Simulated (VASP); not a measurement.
# SrSn3Pd: Sr into a neighbouring Sr vacancy

Wanted: the minimum-energy path in SrSn3Pd for this move: Sr into a neighbouring Sr vacancy. The start is a cell from a database of measured crystal structures.

Program: VASP 6.6.1. Level of theory: PBEsol; plane waves and PAW (Sn, Pd, Sr_sv). Results are calculated unless marked as measured.

### 1. The host crystal

Symmetry: I4mm, No. 107, tetragonal system. The conventional cell has a = 4.790 Å, b = 4.790 Å, c = 11.230 Å, α = 90.00°, β = 90.00°, γ = 90.00°. Nearest to Sn lie 1 Pd at 2.62 Å and 4 Sn at 3.02 Å and 4 Sr at 3.54 Å. Sn has 2 Pd at 2.66 Å and 6 Sn at 3.02 to 3.39 Å and 4 Sr at 3.65 to 3.73 Å nearest. Nearest to Pd lie 5 Sn at 2.62 to 2.66 Å and 4 Sr at 3.74 Å. Sr has 12 Sn at 3.54 to 3.73 Å and 4 Pd at 3.74 Å nearest. Farther neighbours are not listed.

Structure file:

```
Sn Pd Sr
1.0
    -2.39500    2.39500    5.61500
     2.39500   -2.39500    5.61500
     2.39500    2.39500   -5.61500
Sn Pd Sr
3 1 1
Direct
  0.40900 0.40900 0.00000
  0.24500 0.74500 0.50000
  0.74500 0.24500 0.50000
  0.64200 0.64200 0.00000
  0.00000 0.00000 0.00000
```

### 2. Relax the host

The later steps need the crystal at this functional's own lattice; a raised cutoff keeps the stress reliable while the cell changes.

Contents of INCAR:

```
SYSTEM = SrSn3Pd
PREC = Accurate
ENCUT = 350
EDIFF = 1E-06
NELM = 120
ISMEAR = 0
SIGMA = 0.1
LREAL = .FALSE.
ALGO = Normal
GGA = PS
NBANDS = 22
LORBIT = 11
LWAVE = .FALSE.
LCHARG = .FALSE.
KPAR = 3
IBRION = 2
NSW = 40
ISIF = 3
EDIFFG = -0.02
POTIM = 0.4
```

Contents of POSCAR:

```
SrSn3Pd
1.0
   -2.3950000000      2.3950000000      5.6150000000
    2.3950000000     -2.3950000000      5.6150000000
    2.3950000000      2.3950000000     -5.6150000000
Sn Pd Sr
3 1 1
Direct
    0.4090000000      0.4090000000      0.0000000000
    0.2450000000      0.7450000000      0.5000000000
    0.7450000000      0.2450000000      0.5000000000
    0.6420000000      0.6420000000      0.0000000000
    0.0000000000      0.0000000000      0.0000000000
```

Contents of KPOINTS:

```
Automatic mesh
0
Gamma
6 6 6
0 0 0
```

PAW data sets: Sn, Pd and Sr_sv (PBE family, release 64).

Launch:

```
$ mpirun -np 3 vasp_std
```

The program printed:

```text
[banner, memory and clock lines left out]
running    3 mpi-ranks, on    1 nodes
 distrk:  each k-point on    1 cores,    3 groups
 distr:  one band on    1 cores,    1 groups

 POSCAR found type information on POSCAR SnPdSr
 POSCAR found :  3 types and       5 ions
|                                                                             |
|               ----> ADVICE to this user running VASP <----                  |
|                                                                             |
|     You enforced a specific xc type in the INCAR file but a different       |
|     [... a line on the potential file left out ...]
|     I HOPE YOU KNOW WHAT YOU ARE DOING!                                     |
|                                                                             |

 LDA part: xc-table for (Slater+PW92), standard interpolation
 POSCAR, INCAR and KPOINTS ok, starting setup
 FFT: planning ... GRIDC
 FFT: planning ... GRID_SOFT
 FFT: planning ... GRID
 WAVECAR not read
 entering main loop
       N       E                     dE             d eps       ncg     rms          rms(c)
DAV:   1     0.117212245697E+03    0.11721E+03   -0.10832E+04  1320   0.921E+02
DAV:   2    -0.170853014697E+02   -0.13430E+03   -0.12710E+03  1546   0.203E+02
DAV:   3    -0.239304881876E+02   -0.68452E+01   -0.67156E+01  2112   0.407E+01
DAV:   4    -0.241070498295E+02   -0.17656E+00   -0.17614E+00  1776   0.587E+00
DAV:   5    -0.241108039855E+02   -0.37542E-02   -0.37534E-02  1976   0.799E-01    0.153E+01
DAV:   6    -0.237968125488E+02    0.31399E+00   -0.13258E+00  1620   0.994E+00    0.813E+00
DAV:   7    -0.237011314320E+02    0.95681E-01   -0.91952E-01  1622   0.912E+00    0.440E+00
DAV:   8    -0.236057223547E+02    0.95409E-01   -0.32228E-01  1608   0.528E+00    0.551E-01
DAV:   9    -0.236076340708E+02   -0.19117E-02   -0.26277E-02  1666   0.829E-01    0.269E-01
DAV:  10    -0.236073201655E+02    0.31391E-03   -0.45129E-03  1632   0.512E-01    0.870E-02
DAV:  11    -0.236072540092E+02    0.66156E-04   -0.49877E-04  1728   0.199E-01    0.284E-02
DAV:  12    -0.236072602226E+02   -0.62134E-05   -0.43086E-05  1618   0.362E-02    0.944E-03
DAV:  13    -0.236072606427E+02   -0.42005E-06   -0.40318E-06  1702   0.108E-02
   1 F= -.23607261E+02 E0= -.23603869E+02  d E =-.236073E+02
 curvature:   0.00 expect dE= 0.000E+00 dE for cont linesearch  0.000E+00
 trial: gam= 0.00000 g(F)=  0.410E-02 g(S)=  0.794E-03 ort = 0.000E+00 (trialstep = 0.100E+01)
 search vector abs. value=  0.489E-02
 bond charge predicted
       N       E                     dE             d eps       ncg     rms          rms(c)
DAV:   1    -0.236151313280E+02   -0.78711E-02   -0.31754E-01  1338   0.332E+00    0.514E-01
DAV:   2    -0.236124234801E+02    0.27078E-02   -0.40599E-02  1530   0.186E+00    0.292E-01
DAV:   3    -0.236107196483E+02    0.17038E-02   -0.65647E-03  1548   0.812E-01    0.931E-02
DAV:   4    -0.236105762237E+02    0.14342E-03   -0.13564E-03  1878   0.192E-01    0.102E-01
DAV:   5    -0.236105646065E+02    0.11617E-04   -0.11277E-04  1776   0.812E-02    0.754E-02
DAV:   6    -0.236105822695E+02   -0.17663E-04   -0.39183E-05  2230   0.299E-02    0.985E-03
DAV:   7    -0.236105825237E+02   -0.25419E-06   -0.76935E-06  1844   0.235E-02
   2 F= -.23610583E+02 E0= -.23607154E+02  d E =-.332188E-02
[... from here on, the cycles between the ionic steps are left out ...]
   3 F= -.23611010E+02 E0= -.23607560E+02  d E =-.374966E-02
   4 F= -.23611794E+02 E0= -.23608295E+02  d E =-.783738E-03
   5 F= -.23611949E+02 E0= -.23608405E+02  d E =-.938960E-03
   6 F= -.23611942E+02 E0= -.23608379E+02  d E =-.931725E-03
   7 F= -.23612467E+02 E0= -.23608801E+02  d E =-.524706E-03
   8 F= -.23612530E+02 E0= -.23608807E+02  d E =-.587542E-03
   9 F= -.23612683E+02 E0= -.23608962E+02  d E =-.153636E-03
 trial-energy change:   -0.000154  1 .order   -0.000152   -0.000196   -0.000108
 step:   3.0399(harm=  3.0399)  dis= 0.00331  next Energy=   -23.612748 (dE=-0.218E-03)
 bond charge predicted
       N       E                     dE             d eps       ncg     rms          rms(c)
DAV:   1    -0.236128811056E+02   -0.19808E-03   -0.20009E-02  1320   0.841E-01    0.102E-01
DAV:   2    -0.236127913713E+02    0.89734E-04   -0.15034E-03  1638   0.362E-01    0.549E-02
DAV:   3    -0.236127428150E+02    0.48556E-04   -0.20464E-04  1854   0.143E-01    0.232E-02
DAV:   4    -0.236127364118E+02    0.64032E-05   -0.42066E-05  2104   0.340E-02    0.174E-02
DAV:   5    -0.236127366378E+02   -0.22604E-06   -0.31948E-06  1488   0.128E-02
  10 F= -.23612737E+02 E0= -.23609017E+02  d E =-.207071E-03
 curvature:  -1.64 expect dE=-0.834E-04 dE for cont linesearch -0.899E-06
 trial: gam= 0.42075 g(F)=  0.218E-04 g(S)=  0.290E-04 ort =-0.921E-05 (trialstep = 0.170E+01)
 search vector abs. value=  0.705E-04
 reached required accuracy - stopping structural energy minimisation
```

The job ended after 4.4 min (3 MPI ranks of AMD EPYC 7R43, shared host; peak memory 0.76 GiB).

Lines that name or quote the potential files are left out of all logs, and their timing lines are given in words.

Parts of OUTCAR (step 2):

```text
ion  position               nearest neighbor table
   1  0.409  0.409  0.000-   4 2.62   3 3.02   2 3.02   2 3.02   3 3.02   5 3.54   5 3.54   5 3.54
                             5 3.54
   2  0.245  0.745  0.500-   4 2.66   4 2.66   1 3.02   1 3.02   3 3.39   3 3.39   3 3.39   3 3.39
                             5 3.65   5 3.65   5 3.73   5 3.73
   3  0.745  0.245  0.500-   4 2.66   4 2.66   1 3.02   1 3.02   2 3.39   2 3.39   2 3.39   2 3.39
                             5 3.65   5 3.65   5 3.73   5 3.73
   4  0.642  0.642  0.000-   1 2.62   3 2.66   2 2.66   2 2.66   3 2.66   5 3.74   5 3.74   5 3.74
                             5 3.74   5 4.02
   5  0.000  0.000  0.000-   1 3.54   1 3.54   1 3.54   1 3.54   3 3.65   2 3.65   3 3.65   2 3.65
                             2 3.73   3 3.73   3 3.73   2 3.73   4 3.74   4 3.74   4 3.74   4 3.74

  LATTYP: Found a body centered tetragonal cell.
 ALAT       =     4.7900000000
 C/A-ratio  =     2.3444676409

 Subroutine GETGRP returns: Found  8 space group operations
 (whereof  8 operations were pure point group operations)

The static configuration has the point symmetry C_4v.

 Found     30 irreducible k-points:

   k-points           NKPTS =     30   k-points in BZ     NKDIM =     30   number of bands    NBANDS=     22

   dimension x,y,z NGX =    40 NGY =   40 NGZ =   40
   dimension x,y,z NGXF=    80 NGYF=   80 NGZF=   80

   ENCUT  =  350.0 eV  25.72 Ry    5.07 a.u.  10.00 10.00 10.00*2*pi/ulx,y,z

   NELECT =      32.0000    total number of electrons

 k-points in reciprocal lattice and weights: Automatic mesh
   0.00000000  0.00000000  0.00000000       0.005
   0.16666667 -0.00000000  0.00000000       0.037
   0.33333333  0.00000000  0.00000000       0.037
   0.50000000  0.00000000 -0.00000000       0.019
   0.16666667  0.16666667 -0.00000000       0.037
   0.33333333  0.16666667 -0.00000000       0.074
   0.50000000  0.16666667 -0.00000000       0.074
  -0.33333333  0.16666667  0.00000000       0.074
  -0.16666667  0.16666667  0.00000000       0.019
[...]
-0.33333333 -0.33333333  0.33333333       0.009
   0.50000000  0.50000000  0.50000000       0.005

 average (electrostatic) potential at core
       1 -43.4040       2 -43.4885       3 -43.4885       4 -75.4762       5 -36.1961

 E-fermi :   5.4693

 k-point     1 :       0.0000    0.0000    0.0000
  band No.  band energies     occupation
    ...
     11       2.2010      2.00000
     12       2.4618      2.00000
     13       2.9309      2.00000
     14       3.6435      2.00000
     15       3.6435      2.00000
     16       5.7814      0.00001
     17       5.7815      0.00001
     18       6.0066      0.00000
     19       6.3955      0.00000
     20       8.8844      0.00000
    ...

 k-point     2 :       0.1667   -0.0000    0.0000
  band No.  band energies     occupation
    ...
     12       2.5371      2.00000
     13       2.9520      2.00000
     14       3.7505      2.00000
     15       4.0372      2.00000
     16       4.6201      2.00000
     17       5.5596      0.20162
     18       6.7434      0.00000
     19       7.0498      0.00000
     20       8.2336      0.00000
     21       8.6406      0.00000
    ...

 k-point     3 :       0.3333    0.0000    0.0000
  band No.  band energies     occupation
    ...
     13       2.8440      2.00000
     14       3.8620      2.00000
     15       4.1363      2.00000
     16       4.7980      2.00000
     17       5.4314      1.40775
     18       6.8558      0.00000
     19       7.6428      0.00000
     20       7.7526      0.00000
     21       8.2234      0.00000
     22       8.8833      0.00000

  Total        0.0422450      0.0422450      0.0136569      0.0000000      0.0000000      0.0000000
  in kB        0.5275909      0.5275909      0.1705587      0.0000000      0.0000000      0.0000000
  external PRESSURE =       0.4085802 kB  Pullay stress =       0.0000000 kB

  energy-cutoff  :      350.00
  volume of cell :      128.29
      direct lattice vectors                 reciprocal lattice vectors
    -2.387806370  2.387806370  5.625100095     0.000000000  0.209397213  0.088887307
     2.387806370 -2.387806370  5.625100095     0.209397213  0.000000000  0.088887307
     2.387806370  2.387806370 -5.625100095     0.209397213  0.209397213  0.000000000

 POSITION                                       TOTAL-FORCE (eV/Angst)
 -----------------------------------------------------------------------------------
      2.38781      2.38781     -0.99637        -0.000000     -0.000000      0.008597
      2.38781      0.00000      2.75912         0.000000     -0.000000     -0.006863
      0.00000      2.38781      2.75912        -0.000000      0.000000     -0.006863
      0.00000      0.00000      7.21359         0.000000      0.000000      0.016411
      0.00000      0.00000     11.22620         0.000000      0.000000     -0.011282
 -----------------------------------------------------------------------------------
    total drift:                                0.000002      0.000002      0.000063

  FREE ENERGIE OF THE ION-ELECTRON SYSTEM (eV)
  ---------------------------------------------------
  free  energy   TOTEN  =       -23.6127366378 eV

  energy  without entropy=      -23.6052983275  energy(sigma->0) =      -23.60901748

 reached required accuracy - stopping structural energy minimisation

 total charge
# of ion       s       p       d       tot
------------------------------------------
    1        1.424   1.705   0.139   3.268
    2        1.435   1.612   0.157   3.204
    3        1.435   1.612   0.157   3.204
    4        0.487   0.530   8.585   9.602
    5        2.003   5.717   0.215   7.935
--------------------------------------------------
tot          6.784  11.176   9.253  27.213

[... 3 further parts left out ...]
```

The k-mesh is coarse for a metal. The PAW data sets were made with PBE, which is usual practice but a small mismatch for other functionals. The data set Sn keeps the semicore shell frozen, which is cheaper and a little less accurate. The run keeps the 8 symmetry operations of its start, so it cannot find a distortion of lower symmetry.

Relaxation path:

| step | energy less that of the first step (eV) | largest force (eV/Å) | pressure (GPa) | volume (Å³) |
| --- | --- | --- | --- | --- |
| 1 | 0.0000 | 0.2785 | -0.22 | 128.83 |
| 2 | -0.0033 | 0.1319 | 0.05 | 128.31 |
| 3 | -0.0037 | 0.0731 | 0.17 | 128.06 |
| 4 | -0.0045 | 0.0627 | -0.02 | 128.40 |
| 5 | -0.0047 | 0.0562 | -0.09 | 128.62 |
| 6 | -0.0047 | 0.0540 | -0.15 | 128.69 |
| 7 | -0.0052 | 0.0381 | -0.07 | 128.53 |
| 8 | -0.0053 | 0.0303 | -0.02 | 128.46 |
| 9 | -0.0054 | 0.0218 | 0.00 | 128.38 |
| 10 | -0.0055 | 0.0164 | 0.04 | 128.29 |

```csv
"conventional cell, symmetrised",before,after,change
a (Å),4.790,4.776,-0.3 %
b (Å),4.790,4.776,-0.3 %
c (Å),11.230,11.250,+0.2 %
volume (Å³/atom),25.77,25.66,-0.4 %
```

The atoms that moved most (Å, as changes of fractional coordinates times the final cell):

```csv
atom,dx,dy,dz,length
Sn1,0.000,0.000,0.027,0.027
Sr5,0.000,0.000,-0.024,0.024
Pd4,0.000,0.000,-0.009,0.009
```

Final coordinates:

```xyz
5
Lattice="-2.3878 2.3878 5.6251 2.3878 -2.3878 5.6251 2.3878 2.3878 -5.6251" Properties=species:S:1:pos:R:3 pbc="T T T"
Sn    0.0000    0.0000    4.6287
Sn    2.3878    0.0000    2.7591
Sn    0.0000    2.3878    2.7591
Pd    0.0000    0.0000    7.2136
Sr    0.0000    0.0000   -0.0240
```

This step gave:

- electronic cycles: 67
- electrons: 32
- free energy (TOTEN): -23.61 eV
- energy at zero smearing: -23.61 eV
- Fermi energy: 5.469 eV
- labelled metallic, from the levels on this mesh: yes

The run ended after 10 ionic steps, 0.005 eV below its first step, once forces and stress met EDIFFG = -0.02.

(Continued in part 2 of 4.)

[Lines on the potential files, build, host, timing and source positions are cut from VASP's logs without a mark.]

[Logs are printed without paths, hosts, clocks, repeated set-up lines and the standing remarks that a program may print on its own settings, such as how far it seeks lower states.]

[Hosts, paths, dates, database ids (printed as entryN), source tags and the programs' standing remarks are cut or masked in the printed files.]

[Runs that stopped without an error message from VASP are left out.]
